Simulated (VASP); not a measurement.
# MnTeS with PBEsol + U: from relaxation to properties, part 3 of 3

Wanted: the relaxed cell of MnTeS and its properties. The cell is invented: it takes the structure of a Materials Project entry for TiTeS (space group 156 there), with some of its atoms replaced by other elements, volume scaled by an estimate. It may not be a known or stable phase.

VASP 6.6.1, plane waves and PAW; the level of theory is named at each step.

Still holding for the runs below: The cell holds one magnetic atom, so no antiferromagnetic order fits into it.

So far. Step 14 (Volume scan with PBEsol + U, volume scale 1.06): The pressure falls from -2.27 to -3.21 GPa. The parabola predicted -3.18 GPa, +0.03 GPa off.

### Step 15. Side by side

Times are for 1 MPI rank of Intel Xeon 6975P-C (Granite Rapids), shared host. The runs compared:

| no. | volume scale | energy above the lowest point (meV/atom) | pressure (GPa) | time | memory (GiB) |
| --- | --- | --- | --- | --- | --- |
| 1 | 0.94 | 19.52 | 4.335 | 18 s | 0.19 |
| 2 | 0.96 | 9.03 | 2.729 | 18 s | 0.19 |
| 3 | 0.98 | 2.61 | 1.274 | 19 s | 0.19 |
| 4 | 1 | 0 | -0.03563 | 20 s | 0.19 |
| 5 | 1.02 | 0.73 | -1.159 | 18 s | 0.19 |
| 6 | 1.04 | 4.58 | -2.267 | 30 s | 0.21 |
| 7 | 1.06 | 11.15 | -3.211 | 31 s | 0.21 |

### Step 16. Fit for PBEsol + U

This step: Birch-Murnaghan fit, PBEsol, DFT+U (Mn d 5.3 eV); plane waves and PAW; invented cell (VASP 6.6.1).

No new run; the numbers come from the runs before.

This step gave:

| Property | Result |
| --- | --- |
| pressure derivative of the bulk modulus | 3.985 |
| r.m.s. error of the fit | 1.57e-5 eV/atom |
| minimum inside the sampled range | yes |
| bulk modulus | 61.11 GPa |
| equilibrium volume of the fit | 21.84 Å³/atom |

Energy above the fitted minimum against volume:

| volume (Å³/atom) | energy above the fitted minimum (eV/atom) |
| --- | --- |
| 20.42 | 0.0196 |
| 20.86 | 0.00916 |
| 21.29 | 0.00273 |
| 21.72 | 1.2e-4 |
| 22.16 | 8.5e-4 |
| 22.59 | 0.00471 |
| 23.03 | 0.0113 |

The fitted volume lies +0.53 % from the relaxed one. At a finite cutoff and mesh the minimum of the energy and the zero of the stress don't quite coincide, and the relaxation stops at a threshold. The atoms bear forces along the scan, since they were held; freeing them would lower the modulus.

### Step 17. Zone-centre phonons (PBEsol + U)

This step: PBEsol, DFT+U (Mn d 5.3 eV), spin-polarised from a ferromagnetic start; plane waves and PAW (Te, Mn_pv, S); invented cell (VASP 6.6.1).

Zone-centre modes test whether the atoms sit at a minimum within this cell. IBRION = 6 takes the force constants from differences of forces between displaced cells, so the forces must be tight.

INCAR

```
SYSTEM = MnTeS
PREC = Accurate
ENCUT = 400
EDIFF = 1E-08
NELM = 100
ISMEAR = 1
SIGMA = 0.2
LREAL = .FALSE.
ALGO = Normal
GGA = PS
NBANDS = 20
ISPIN = 2
MAGMOM = -0.415 4.291 -0.202
LDAU = .TRUE.
LDAUTYPE = 2
LDAUL = -1 2 -1
LDAUU = 0 5.3 0
LDAUJ = 0 0 0
LDAUPRINT = 1
LASPH = .TRUE.
LMAXMIX = 4
LORBIT = 11
LWAVE = .FALSE.
LCHARG = .FALSE.
IBRION = 6
NFREE = 2
POTIM = 0.015
ISIF = 2
NSW = 1
```

POSCAR

```
MnTeS
1.0
    3.7305807492      0.0000000167      0.0000000000
   -1.8652898446      3.2307772556      0.0000000000
    0.0000000000      0.0000000000      5.4074965999
Te Mn S
1 1 1
Direct
    0.0000000000      0.0000000000      0.7020784953
    0.3333333300      0.6666666700      0.0408115017
    0.6666666700      0.3333333300      0.2571090030
```

KPOINTS

```
Automatic mesh
0
Gamma
12 12 7
0 0 0
```

Potentials, in the order of the species: Te, Mn_pv and S (PBE family, release 64).

Command:

```
$ mpirun -np 1 vasp_std
```

Run time: 25 min. Hardware: 1 MPI rank of Intel Xeon 6975P-C (Granite Rapids), shared host; peak memory 1.2 GiB.

The last energy, forces, stress and levels in OUTCAR belong to the last displaced cell, not to the cell of POSCAR.

Numbers from this step:

| Quantity | Value |
| --- | --- |
| irreducible k-points | 112 |
| pressure of the cell | 0.01569 GPa |
| largest force of the cell | 0.03031 eV/Å |

The modes at Γ (shares of kinetic energy by element, %):

| mode | frequency (cm⁻¹) | symmetry | Te % | Mn % | S % |
| --- | --- | --- | --- | --- | --- |
| 1 | -0.9 | acoustic | 60 | 25 | 15 |
| 2 | -0.9 | acoustic | 60 | 25 | 15 |
| 3 | -0.3 | acoustic | 59 | 26 | 15 |
| 4 | 83.7 | E | 39 | 26 | 35 |
| 5 | 83.7 | E | 39 | 26 | 35 |
| 6 | 143.8 | A1 | 40 | 28 | 32 |
| 7 | 251.2 | A1 | 1 | 46 | 53 |
| 8 | 252.5 | E | 1 | 49 | 50 |
| 9 | 252.5 | E | 1 | 49 | 50 |

Displacements in mode 4 (83.7 cm⁻¹), the largest set to 1:
```
Te1 -0.25  0.53  0.00
Mn2  0.31 -0.65  0.00
S3   0.48 -1.00  0.00
```

Displacements in mode 8 (252.5 cm⁻¹), the largest set to 1:
```
Te1  0.03 -0.07  0.00
Mn2 -0.36  0.76  0.00
S3   0.48 -1.00  0.00
```

The three acoustic modes lie within 0.9 cm⁻¹ of zero, and all others are real. By the characters of their eigenvectors the optical modes sort into (cm⁻¹) Raman active: E 84, A1 144, A1 251, E 252; infrared active: E 84, A1 144, A1 251, E 252.

### Step 18. Total energy, forces and stress (PBEsol + U), changed input

This run is made with a changed input; what comes of it follows.

Edit INCAR of step 17 so:

```diff
@@ -3,6 +3,6 @@
 ENCUT = 400
-EDIFF = 1E-08
-NELM = 100
-ISMEAR = 1
-SIGMA = 0.2
+EDIFF = 1E-06
+NELM = 3
+ISMEAR = 0
+SIGMA = 0.05
 LREAL = .FALSE.
@@ -24,6 +24,2 @@
 LCHARG = .FALSE.
-IBRION = 6
-NFREE = 2
-POTIM = 0.015
 ISIF = 2
-NSW = 1
```

POSCAR is that of step 17.

KPOINTS

```
Automatic mesh
0
Gamma
6 6 4
0 0 0
```

Command:

```
$ mpirun -np 1 vasp_std
```

The job ended after 8 s (1 MPI rank; peak memory 0.18 GiB).

EDIFF was not reached within NELM cycles, so the run counts as unconverged.

The fault in the input: too few electronic steps (NELM = "3"). Raise NELM, or leave it at its default of 60.

### Step 19. Summary of results

```json
{"relaxed volume": "21.72 Å³/atom", "relaxed conventional cell a, b, c": "3.731, 3.731, 5.407 Å; angles 90.0, 90.0, 120.0°", "space group after relaxing, within 0.02 Å": "P3m1 (No. 156)", "moment of the cell (6×6×4 mesh)": "3.52 μB", "largest site moment (6×6×4 mesh)": "4.29 μB on Mn2", "band gap": "none, a metal", "DOS at the Fermi level": "1.49 states/eV/cell", "bulk modulus from the fit": "61.1 GPa", "volume from the fit": "21.8 Å³/atom", "highest zone-centre mode": "252 cm⁻¹"}
```

With PBEsol + U, MnTeS relaxes to 21.72 Å³/atom in space group P3m1, comes out as a metal, keeps moments of up to 4.29 μB (6×6×4 mesh) and has a bulk modulus of 61.1 GPa at fixed shape and positions, an upper bound. Bands along the symmetry lines (PBEsol + U), spin up: Of the bands kept, 3 cross the Fermi level on this path. Bands along the symmetry lines (PBEsol + U), spin down: Of the bands kept, 3 cross the Fermi level on this path. Zone-centre phonons (PBEsol + U): The highest mode in this list at Γ, 252.5 cm⁻¹, has its largest share on S (50 % of the kinetic energy). Spin-orbit coupling is left out, and with elements this heavy it would split and shift bands near the Fermi level. The k-sampling is coarse for a metal, so the Fermi level, moments, pressures and the shape of the cell carry errors. Only the typed magnetic starts were tried, so the magnetic ground state may differ and with it the other results. Modes at Γ alone can't show that the crystal is stable at other wave vectors. The bonds form layers, and without a dispersion term the spacing between them, and what depends on it, is unreliable. No search among competing phases was made. All values are for a static lattice at zero temperature.

[Lines on the potential files, build, host, timing and source positions are cut from VASP's logs without a mark.]

[Logs are printed without paths, hosts, clocks, repeated set-up lines and the standing remarks that a program may print on its own settings, such as how far it seeks lower states.]

[Hosts, paths, dates, database ids (printed as entryN), source tags and the programs' standing remarks are cut or masked in the printed files.]

[A measured line is paired with the nearest computed mode of its activity, which favours agreement.]
